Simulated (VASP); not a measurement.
A run of VASP 6.6.1:

Contents of INCAR:

```
SYSTEM = Li9Os2O12
PREC     = Accurate       ! precision mode
ENCUT    = 520            ! plane-wave cutoff, eV
EDIFF    = 1E-6           ! SCF threshold, eV
ISMEAR   = -1             ! smearing method
SIGMA    = 0.05           ! smearing width, eV
LREAL    = Auto         
LASPH    = .TRUE.         ! aspherical terms in the spheres
NELM     = 60             ! most SCF steps
ALGO     = Fast           ! electronic algorithm
ISIF     = 2              ! what is computed and relaxed
LWAVE    = .FALSE.        ! write WAVECAR
LCHARG   = .FALSE.        ! write CHGCAR
GGA      = PS             ! functional
NBANDS   = 74             ! bands
NELECT   = 116.0
```

File KPOINTS:

```
regular mesh
0
G
  2 2 2
  0 0 0
```

POSCAR

```
Li9Os2O12
1.0
    0.8639670000      4.4317680000      4.7791600000
    0.8639670000     -4.4317680000      4.7791600000
    5.1029490000      0.0000000000      0.0000000000
Li Os O
9 2 12
Direct
    0.3595332682      0.6507488734      0.4741277189
    0.6803547047      0.3278768674      0.4837832385
    0.4590936624      0.0792226944      0.2026695607
    0.0665206080      0.3828052150      0.2302584871
    0.2410186932      0.2334370689      0.7343961068
    0.8686122340      0.1303290026      0.0058883082
    0.2188851212      0.8513866420     -0.0216893182
    0.9548018838      0.5975629669      0.7592880111
    0.6169009898      0.9135771696      0.8132194494
   -0.0044757360     -0.0051075380      0.5166776373
    0.4969632351      0.5083808003     -0.0175945459
    0.5580824397      0.2165934448      0.8616989118
    0.9338609453      0.2621651346      0.6307084268
    0.2850387871      0.9883021348      0.5993936964
    0.2410356968      0.5795687608      0.8264093622
    0.3567939721      0.3963718562      0.3281415469
    0.1032209815      0.1109379920      0.1586482079
    0.0365296057      0.7254871504      0.4415373678
    0.4511172663      0.7866943994      0.1106167372
    0.7569581048      0.4531290235      0.1010640424
    0.7192117620      0.0014169677      0.4160928432
    0.9207874889      0.8667232870      0.8663911157
    0.6331050718      0.6097283968      0.6997586879
```

Potentials or basis: VASP PAW PBE potentials, release 64 (Li_sv, Os, O).

Run with:

```bash
$ cat potpaw_PBE.64/Li_sv/POTCAR potpaw_PBE.64/Os/POTCAR potpaw_PBE.64/O/POTCAR > POTCAR
$ mpirun -np 1 vasp_std > vasp.out
```

Hardware: 1 thread of Intel(R) Xeon(R) Platinum 8259CL CPU @ 2.50GHz (Skylake/Cascade Lake), on a shared host.

**Question.** Estimate the wall time of this run.

**Answer.** Wall time 8.1 min on 1 thread of Intel(R) Xeon(R) Platinum 8259CL CPU @ 2.50GHz (Skylake/Cascade Lake) (shared host), peak memory 0.36 GiB. Counts: scf iterations 28, k points 8.
